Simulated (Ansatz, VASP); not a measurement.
# Cross-check of TaMoSeSO2 (1T-TaO2 under 2H-MoSSe, AA') between VASP and Ansatz

One calculation is typed for both programs; each brings its own data sets. How far apart do they land? The structure shown is the start of the Ansatz relaxation below; VASP solves that cell, so the two are compared at the walk's first step.

Program: Ansatz 0.2.0. Level of theory: plane waves, with VASP 6.6.1 beside it; single point at PBE with D3(BJ). Results are calculated unless marked as measured.

## Step 1: The structure

The cell holds 6 atoms: 2 O, 1 Ta, 1 Se, 1 Mo and 1 S. Its edges and angles: a = 3.217 Å, b = 3.217 Å, c = 48.646 Å, α = 90.0°, β = 90.0°, γ = 120.0°. Vacuum lies along c.

## Step 2: Ansatz: relaxation, PBE with D3(BJ)

Ansatz runs on its default PAW (the set named soft_2) files.

The two programs are compared at the cell with which this relaxation starts, whose forces are those of its first step.

input.yaml reads:

```yaml
crystal:
  lattice:
    - [3.217245, 0.0, 0.0]
    - [-1.6086225, 2.7862159002, 0.0]
    - [0.0, 0.0, 48.645641035]
  atoms:
    - { symbol: O, position: [0.6666666667, 0.3333333333, 0.4090808462] }
    - { symbol: Ta, position: [0.0, 0.0, 0.4342893706], spin: 1.0 }
    - { symbol: O, position: [0.3333333333, 0.6666666667, 0.459497895] }
    - { symbol: Se, position: [0.0, 0.0, 0.5211683743] }
    - { symbol: Mo, position: [0.3333333333, 0.6666666667, 0.5583438628] }
    - { symbol: S, position: [0.0, 0.0, 0.5909191538] }
  periodic: [true, true, false]
magnetization:
  spin_polarized: true
kpoints:
  mp_grid: { grid: [12, 12, 1] }
hamiltonian:
  xc: pbe
  dispersion: d3bj
scf:
  occupations: { method: fermi_dirac, width: 0.05 }
  convergence: { dr2_threshold: 1.0e-09 }
relax:
  f_tol: 0.004
  max_steps: 90
  cell: {}
output:
  write_potential: true
  write_density: true
  volumetric_format: npy
```

Launch:

```
$ ansatz run input.yaml --threads 4 --pin off --max-ram 12288MiB --backend cpu --events-out ev --progress --plain --runs-dir out
```

Numbers of over 12 decimals in the logs are rounded to 6 here.

Output:

```text
Warning: relax.cell: scf.convergence.dr2_threshold = 1e-9 eV is looser than the 1.68938806265e-10 eV advised for a relaxation that steers and ends on the stress (1e-10 eV for each atom of the cell: 6, times the square of relax.cell.stress_2d_tol = 0.05 N/m over 18.8 Å (the atoms' height at the walk's start and 5 Å past either face), 2.653e-2 GPa, over a crystal's default 0.05). What an SCF threshold leaves in a stress goes as its square root, and in the free energy as the threshold itself, and one threshold admits the most on a small cell: [figures from the program's tests cut] Set scf.convergence.dr2_threshold to 1.68938806265e-10 eV or tighter. [rest of the remark cut]
Engine: ansatz 0.2.0, aarch64-unknown-linux-gnu
Pseudopotentials: kind: paw
Pseudopotential: O, paw, valence charge 6, recommended cutoff 420 eV (normal), O.paw.azcp
Pseudopotential: Ta, paw, valence charge 13, recommended cutoff 420 eV (normal), Ta.paw.azcp
Pseudopotential: Se, paw, valence charge 16, recommended cutoff 420 eV (normal), Se.paw.azcp
Pseudopotential: Mo, paw, valence charge 14, recommended cutoff 420 eV (normal), Mo.paw.azcp
Pseudopotential: S, paw, valence charge 6, recommended cutoff 420 eV (normal), S.paw.azcp
Functional definition: PBE
  parameter kappa = 0.804
  parameter beta = 0.066725
  exchange = pbe_x(kappa = kappa, mu = beta*pi^2/3)
  correlation = pbe_c(beta = beta)
Crystal: 6 atoms, lattice volume = 436.057 Å³
Basis set: ecut = 420 eV, 8671 PW (Γ), exchange–correlation on 48×48×720 points (8 copies of the dense FFT grid, shifted against one another)
Bands: 38, of which v1, the nominal top of the filled ones, is band 31 counted from 1 (30 counted from 0)
Symmetry: 6 space group operations
Space group: P3m1 (ITA 156), of the structure as read, at distance tolerance 7.6e-5 Å
Magnetic group: BNS 156.49 (UNI 1279), of the structure as read, at distance tolerance 7.6e-5 Å
k-points: 19 of 144 (time reversal used)
Non-local potential: O, projectors of the file, l = 0: 2, l = 1: 2, l = 2: 1
Non-local potential: Ta, projectors of the file, l = 0: 3, l = 1: 2, l = 2: 2, l = 3: 1
Non-local potential: Se, projectors of the file, l = 0: 2, l = 1: 2, l = 2: 3, l = 3: 1
Non-local potential: Mo, projectors of the file, l = 0: 3, l = 1: 2, l = 2: 2, l = 3: 1
Non-local potential: S, projectors of the file, l = 0: 2, l = 1: 2, l = 2: 2
PAW form: soft (Blöchl's): semilocal exchange-correlation on the pseudo side does not see the compensation charge
PAW one-centre angular grid: O, 110 points (default); XC on 64 Gauss nodes
PAW one-centre angular grid: Ta, 590 points (default); XC on 64 Gauss nodes
PAW one-centre angular grid: Se, 590 points (default); XC on 64 Gauss nodes
PAW one-centre angular grid: Mo, 590 points (default); XC on 64 Gauss nodes
PAW one-centre angular grid: S, 110 points (default); XC on 64 Gauss nodes
Initial density: superposition of atomic densities (neutral atoms: chi_scale 0, normalization atom)
Starting moments: Σ|m| = 1 μB on 1 of 6 sites
Initial wavefunctions: pseudopotential atomic-orbital guess
Functional: x = pbe(κ = 0.804, μ = 0.219515), c = pbe(β = 0.066725)
SCF iter   1: F=—  HF=-22403.142805 eV  |F-HF|=—  |Δ(HF+E_count)|=         —  Δρ=2.98e-2 (↑2.98e-2 ↓2.83e-2)  dr2=2.01e1  dr2_m=3.67e-2  M=0.598 μB ∫|m|=0.614 μB  β_m=0.30  ethr=3.10e-3  ⟨swp⟩=16.3  Hψ=9973  notcnv=0
Mixer restart at iter 1: flushing history
preconditioner: auto → LDOS  [metal: Δε(μ)=0.095 eV  Ē_g=8.281 eV  σ=0.050 eV  W_gap=0.44  n_scr=30 (ndim 8)  ℏωp=9.9 eV  f_vac=0.747  D(μ)=2.01/eV (n_scr^D=14)]
spin=Collinear: LDOS preconditioning applied to the charge; magnetization (m = ρ↑ − ρ↓) channel mixes plain (no charge-response kernel on spin).
SCF iter   2: F=—  HF=-22400.039908 eV  |F-HF|=—  |Δ(HF+E_count)|=    3.10e0  Δρ=1.54e-2 (↑1.54e-2 ↓1.43e-2)  dr2=5.16e0  dr2_m=1.76e-2  M=0.581 μB ∫|m|=0.600 μB  β_m=0.43  ethr=3.10e-3  ⟨swp⟩=4.1  Hψ=3428  notcnv=0  defer=65
SCF iter   3: F=—  HF=-22399.163395 eV  |F-HF|=—  |Δ(HF+E_count)|=   8.77e-1  Δρ=4.77e-3 (↑4.77e-3 ↓4.51e-3)  dr2=3.21e-1  dr2_m=4.01e-3  M=0.523 μB ∫|m|=0.545 μB  β_m=0.47  ethr=3.10e-3  ⟨swp⟩=4.0  Hψ=3210  notcnv=0  defer=73
SCF iter   4: F=—  HF=-22399.193246 eV  |F-HF|=—  |Δ(HF+E_count)|=   2.99e-2  Δρ=2.66e-3 (↑2.66e-3 ↓2.63e-3)  dr2=2.97e-1  dr2_m=1.80e-3  M=0.486 μB ∫|m|=0.501 μB  β_m=0.45  ethr=5.26e-4  ⟨swp⟩=4.0  Hψ=3159  notcnv=0  defer=76
[...]
spin=Collinear: LDOS preconditioning applied to the charge; magnetization (m = ρ↑ − ρ↓) channel mixes plain (no charge-response kernel on spin).
SCF iter   2: F=—  HF=-22400.080416 eV  |F-HF|=—  |Δ(HF+E_count)|=   1.28e-4  Δρ=5.42e-7 (↑5.42e-7 ↓5.38e-7)  dr2=6.05e-9  dr2_m=2.22e-11  M=0.987 μB ∫|m|=0.997 μB  β_m=0.41  ethr=9.57e-12  ⟨swp⟩=6.7  Hψ=6074  notcnv=0
SCF iter   3: F=—  HF=-22400.080416 eV  |F-HF|=—  |Δ(HF+E_count)|=   3.67e-9  Δρ=4.65e-7 (↑4.65e-7 ↓4.59e-7)  dr2=5.69e-9  dr2_m=2.00e-11  M=0.987 μB ∫|m|=0.997 μB  β_m=0.37  ethr=9.57e-12  ⟨swp⟩=3.1  Hψ=2224  notcnv=0
SCF iter   4: F=—  HF=-22400.080416 eV  |F-HF|=—  |Δ(HF+E_count)|=  9.46e-10  Δρ=3.00e-7 (↑3.00e-7 ↓2.91e-7)  dr2=3.32e-9  dr2_m=1.22e-11  M=0.987 μB ∫|m|=0.997 μB  β_m=0.32  ethr=9.33e-12  ⟨swp⟩=2.6  Hψ=1824  notcnv=0
SCF iter   5: F=—  HF=-22400.080416 eV  |F-HF|=—  |Δ(HF+E_count)|=  4.29e-10  Δρ=2.45e-7 (↑2.45e-7 ↓2.33e-7)  dr2=1.75e-9  dr2_m=6.63e-12  M=0.987 μB ∫|m|=0.997 μB  β_m=0.24  ethr=5.44e-12  ⟨swp⟩=2.9  Hψ=1936  notcnv=0
SCF iter   6: F=-22400.080416 eV  HF=-22400.080416 eV  |F-HF|=1.20e-10  |Δ(HF+E_count)|=  1.64e-10  Δρ=1.16e-7 (↑1.16e-7 ↓1.00e-7)  dr2=1.87e-10  dr2_m=3.89e-12  M=0.987 μB ∫|m|=0.997 μB  ethr=1.64e-12  ⟨swp⟩=14.7  Hψ=11668  notcnv=0
SCF 12 converged in 6 iterations: F = -22400.080416 eV  dr2 = 1.87e-10
relax step  12: F+E_penalty+E_count = -22400.08041592 eV  Δ(F+E_penalty+E_count) = +1.464e-4 eV  max|allowed force component| = 9.908e-4 eV/Å  Δτ_max = 0.0000 Å  P = -0.001 N/m  Ω = 420.905 Å³  fix = [c, alpha, beta]  reactions: c -0.000 N/m  stress off target by 8.24e-4 N/m on what of the cell is left free  SCF on the basis re-selected at this cell (its energy is not comparable with the rows above)  (6 SCF iters)
basis re-selected at this cell: Δ(F+E_penalty+E_count) = +1.464e-4 eV, ΔP = -0.002 N/m vs the last step (what re-selecting the basis moved, of the pressure what is left beyond the Pulay correction that the steps carried, after the strain that the cell walked since its last selection, with what the two solves' SCF thresholds leave and, on support functions, any second-order correction that the steps lacked; it is no m [...]
WARN: The output density's exchange-correlation potential varies sharply where the density is thin. Do not read a vacuum level from v_tot or v_xc, or from such a field of the output density. On a cell that repeats whose density bears no net charge and no dipole along the vacuum's axis use v_es (v_loc + v_h of the components); under efield.dipole_correction with no amplitude use v_es + v_field, which holds any externa [...]
SCF converged after 6 iterations
Magnetization: 0.9870 μB (30.9935 up, 30.0065 down)
Absolute magnetization: 0.9984 μB (∫|ρ↑−ρ↓|, with the PAW one-centre terms)
Spin contamination: 0.0032 ħ² per cell (⟨S²⟩ above its minimum at these occupations)
Per-site moments (μB) at R_I (Å): [(0.041018, 0.862453), (0.400952, 0.860380), (0.041789, 0.860380), (0.00167721, 1.036336), (0.00309107, 0.988465), (0.000125505, 0.988465)]
Free energy (F): -22400.080416 eV
Harris-Foulkes:  -22400.080416 eV  (|F-HF|=1.20e-10)
Internal energy: -22400.071824 eV  (E = F + TS)
E sigma→0 (E₀):  -22400.076120 eV
Entropy (-TS):   -0.008592 eV (-1.432 meV/atom)
Fermi energy:    -4.786212 eV
--- Per-component energies (eV) ---
  E_band       = -1734.550067
  E_kinetic    = 1384.540687
  E_local      = -354743.742634  (includes V_loc(G=0)·N_el)
  E_nonlocal   = -314.933752
  E_hartree    = 176430.616831
  E_xc         = -751.698021
  E_vxc        = -808.123911  (∫ρ·V_xc dr)
  E_paw        = -14425.129273  (= ΣΔE_a)
  E_vpaw       = -113.527969  (= ΣTr[D̂ρ^β])
  E_aug_tail   = 0.004610  (compensation charges beyond the density's cutoff)
  E_ewald      = 170021.972363
  E_disp       = -1.702633  (pairwise vdW)
  E_smearing   = -0.008592  (= −TS)
  E_closure    = 0.000000  (closes the sum)
  Σ components = -22400.080416   (vs F -22400.080416, Δ=0.00e0)
--- Forces (eV/Å), atoms counted from 1 ---
  atom   1  O      0.00000000     0.00000000    -0.00050440
  atom   2  Ta     0.00000000    -0.00000000    -0.00049050
  atom   3  O     -0.00000000    -0.00000000     0.00087232
  atom   4  Se     0.00000000     0.00000000    -0.00052092
  atom   5  Mo     0.00000000     0.00000000     0.00099083
  atom   6  S      0.00000000     0.00000000    -0.00034694
  max |Σ_I F_I| component: 3.93e-7 eV/Å
--- 2D stress c σ (N/m, compression-positive) ---
       -0.000824       0.000000       0.000000
       -0.000000      -0.000824      -0.000000
        0.000000      -0.000000      -0.000000
  P = ½ c Tr σ = -0.0008 N/m
--- Band table (eV; the first three rows and the last of 38) ---
  k-point 0 ↑: bands = [... 27 lower, -6.5994, -6.5994, -5.8608, -5.2793, -5.2793, -3.8981, -2.5778, -2.5778, ... 3 higher]
  k-point 1 ↑: bands = [... 27 lower, -6.7465, -6.5824, -5.8676, -5.2312, -5.0891, -3.7875, -2.7700, -2.6810, ... 3 higher]
  k-point 2 ↑: bands = [... 27 lower, -6.9833, -6.7394, -6.0131, -5.2009, -4.6323, -3.6268, -3.4064, -2.8782, ... 3 higher]
  k-point 18 ↓: bands = [... 27 lower, -8.6327, -7.8907, -5.5794, -4.1253, -3.7038, -3.1952, -3.1578, -2.8964, ... 3 higher]
  the weakly bound empty levels are not read free of the cell's end (no_gap_told)
--- Relaxed structure (10 steps of the walk, 9 accepted, 2 SCFs on fresh bases) ---
  F+E_penalty+E_count = -22400.08041592 eV   max|allowed force component| = 9.908e-4 eV/Å   (the final SCF, on the basis selected at the relaxed cell)
  cell:  # Å, volume = 420.9048 Å³
    - [3.160856, 0, 0]
    - [-1.580428, 2.737381, 0]
    - [0, 0, 48.645641035]
  atoms:
    - { symbol: O, position: [0.666667, 0.333333, 0.417372] }
    - { symbol: Ta, position: [-1.0065529216612558e-17, -1.850371707924004e-17, 0.438347] }
    - { symbol: O, position: [0.333333, 0.666667, 0.459109] }
    - { symbol: Se, position: [-1.3818338396352965e-17, -1.8503717079240077e-17, 0.518519] }
    - { symbol: Mo, position: [0.333333, 0.666667, 0.554014] }
    - { symbol: S, position: [-1.5122511765749045e-17, -1.8503717079240077e-17, 0.585939] }
```

In the SCF lines HF is the Harris–Foulkes energy and dr2 the Hartree energy of the density residual, in eV; the loop may stop once dr2 is under the threshold and the program's other checks hold. Hψ counts applications of the Hamiltonian.

[end of part 1 of 2]

[Lines on the potential files, build, host, timing and source positions are cut from VASP's logs without a mark.]

[Logs are printed without paths, hosts, clocks, repeated set-up lines and the standing remarks that a program may print on its own settings, such as how far it seeks lower states.]

[Hosts, paths, dates, database ids (printed as entryN), source tags and the programs' standing remarks are cut or masked in the printed files.]
